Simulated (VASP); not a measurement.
Given:

```
Si
1.0
    0.00000     2.75123     2.75123
    2.75123     0.00000     2.75123
    2.75123     2.75123     0.00000
Si
2
Cartesian
  0.00000   0.00000   0.00000
  1.37562   1.37562   1.37562
```

The numbers are results of G0W0 on PBE orbitals, VASP's PBE PAW potentials (set 64) (plane waves; VASP 6.6.1), not measurements. Run with PREC = Normal, 350 eV cut-off, 4×4×4 Γ-centred mesh, Gaussian smearing of 0.010 eV, potentials Si_GW.

The mesh is coarse and the basis finite, so the quasiparticle values are not converged.

NBANDS = 160, ENCUTGW = 200 eV, NOMEGA = 64. The PBE levels (eV) that the step starts from are:

| state | KS energy | filling |
|---|---|---|
| k1 (0.00, 0.00, 0.00), band 1 | -6.58 | 2 |
| k1 (0.00, 0.00, 0.00), band 2 | 5.13 | 2 |
| k1 (0.00, 0.00, 0.00), band 3 | 5.13 | 2 |
| k1 (0.00, 0.00, 0.00), band 4 | 5.13 | 2 |
| k1 (0.00, 0.00, 0.00), band 5 | 7.66 | 0 |
| k1 (0.00, 0.00, 0.00), band 6 | 7.66 | 0 |
| k1 (0.00, 0.00, 0.00), band 7 | 7.66 | 0 |
| k1 (0.00, 0.00, 0.00), band 8 | 8.04 | 0 |
| k2 (0.25, 0.00, 0.00), band 1 | -5.80 | 2 |
| k2 (0.25, 0.00, 0.00), band 2 | 1.26 | 2 |
| k2 (0.25, 0.00, 0.00), band 3 | 4.39 | 2 |
| k2 (0.25, 0.00, 0.00), band 4 | 4.39 | 2 |
| k2 (0.25, 0.00, 0.00), band 5 | 7.01 | 0 |
| k2 (0.25, 0.00, 0.00), band 6 | 8.59 | 0 |
| k2 (0.25, 0.00, 0.00), band 7 | 8.59 | 0 |
| k2 (0.25, 0.00, 0.00), band 8 | 11.72 | 0 |
| k5 (0.50, 0.25, 0.00), band 1 | -3.96 | 2 |
| k5 (0.50, 0.25, 0.00), band 2 | -1.16 | 2 |
| k5 (0.50, 0.25, 0.00), band 3 | 1.71 | 2 |
| k5 (0.50, 0.25, 0.00), band 4 | 3.00 | 2 |
| k5 (0.50, 0.25, 0.00), band 5 | 6.67 | 0 |
| k5 (0.50, 0.25, 0.00), band 6 | 9.53 | 0 |
| k5 (0.50, 0.25, 0.00), band 7 | 10.68 | 0 |
| k5 (0.50, 0.25, 0.00), band 8 | 10.95 | 0 |

Give the quasiparticle energies and renormalisation factors Z.

```json
[
 {"state": "k1 (0.00, 0.00, 0.00), band 1", "QP energy (eV)": "-7.03", "Z": "0.68"},
 {"state": "k1 (0.00, 0.00, 0.00), band 2", "QP energy (eV)": "4.58", "Z": "0.76"},
 {"state": "k1 (0.00, 0.00, 0.00), band 3", "QP energy (eV)": "4.58", "Z": "0.76"},
 {"state": "k1 (0.00, 0.00, 0.00), band 4", "QP energy (eV)": "4.58", "Z": "0.76"},
 {"state": "k1 (0.00, 0.00, 0.00), band 5", "QP energy (eV)": "7.74", "Z": "0.75"},
 {"state": "k1 (0.00, 0.00, 0.00), band 6", "QP energy (eV)": "7.74", "Z": "0.75"},
 {"state": "k1 (0.00, 0.00, 0.00), band 7", "QP energy (eV)": "7.74", "Z": "0.75"},
 {"state": "k1 (0.00, 0.00, 0.00), band 8", "QP energy (eV)": "8.24", "Z": "0.75"},
 {"state": "k2 (0.25, 0.00, 0.00), band 1", "QP energy (eV)": "-6.25", "Z": "0.66"},
 {"state": "k2 (0.25, 0.00, 0.00), band 2", "QP energy (eV)": "0.73", "Z": "0.72"},
 {"state": "k2 (0.25, 0.00, 0.00), band 3", "QP energy (eV)": "3.84", "Z": "0.75"},
 {"state": "k2 (0.25, 0.00, 0.00), band 4", "QP energy (eV)": "3.84", "Z": "0.75"},
 {"state": "k2 (0.25, 0.00, 0.00), band 5", "QP energy (eV)": "7.08", "Z": "0.76"},
 {"state": "k2 (0.25, 0.00, 0.00), band 6", "QP energy (eV)": "8.67", "Z": "0.75"},
 {"state": "k2 (0.25, 0.00, 0.00), band 7", "QP energy (eV)": "8.67", "Z": "0.75"},
 {"state": "k2 (0.25, 0.00, 0.00), band 8", "QP energy (eV)": "11.79", "Z": "0.73"},
 {"state": "k5 (0.50, 0.25, 0.00), band 1", "QP energy (eV)": "-4.43", "Z": "0.70"},
 {"state": "k5 (0.50, 0.25, 0.00), band 2", "QP energy (eV)": "-1.66", "Z": "0.70"},
 {"state": "k5 (0.50, 0.25, 0.00), band 3", "QP energy (eV)": "1.15", "Z": "0.73"},
 {"state": "k5 (0.50, 0.25, 0.00), band 4", "QP energy (eV)": "2.42", "Z": "0.74"},
 {"state": "k5 (0.50, 0.25, 0.00), band 5", "QP energy (eV)": "6.65", "Z": "0.77"},
 {"state": "k5 (0.50, 0.25, 0.00), band 6", "QP energy (eV)": "9.52", "Z": "0.75"},
 {"state": "k5 (0.50, 0.25, 0.00), band 7", "QP energy (eV)": "10.74", "Z": "0.74"},
 {"state": "k5 (0.50, 0.25, 0.00), band 8", "QP energy (eV)": "11.02", "Z": "0.74"}
]
```
On the mesh the gap opens from 0.77 to 1.27 eV.

The compound is Si in the diamond structure. This cell is one point of a volume scan, at 1.04 of the reference volume. The k-mesh is coarse (spacing up to 0.49 per Å, 2π included), so the numbers may not be converged in it.
